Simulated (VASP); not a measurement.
Here is the system:

```yaml
crystal:
  lattice:
    - [0.00000, 2.27653, 2.27653]
    - [2.27653, 0.00000, 2.27653]
    - [2.27653, 2.27653, 0.00000]
  atoms:
    - { symbol: Hf, position: [0.00000, 0.00000, 0.00000] }
    - { symbol: N, position: [0.50000, 0.50000, 0.50000] }
```

These are revPBE GGA, VASP's PBE PAW potentials (set 64) (plane waves; VASP 6.6.1) values and carry that method's errors. Settings: 520 eV cut-off, 12×12×12 Γ-centred mesh, first-order Methfessel-Paxton smearing of 0.10 eV, potentials Hf_pv N.

Unless said otherwise, spin-orbit coupling is left out, though it shifts the bands of the heavy elements here.

Problem. What does the run give for the energy per atom (σ→0), band gap (on the k-mesh) with the smallest direct gap where there is one?

Solution. 
```
Property                                                     Value
------------------------  ----------------------------------------
band gap (on the k-mesh)  none (metal, semimetal or under 0.01 eV)
energy per atom (σ→0)                              -10.477 eV/atom
```

Only differences to runs with the same potentials and settings are physical.

The compound is HfN in the rock salt structure. It was relaxed first. The start is the result of an earlier pass. The electron count is odd and the run is not spin-polarised, which forces a metal.
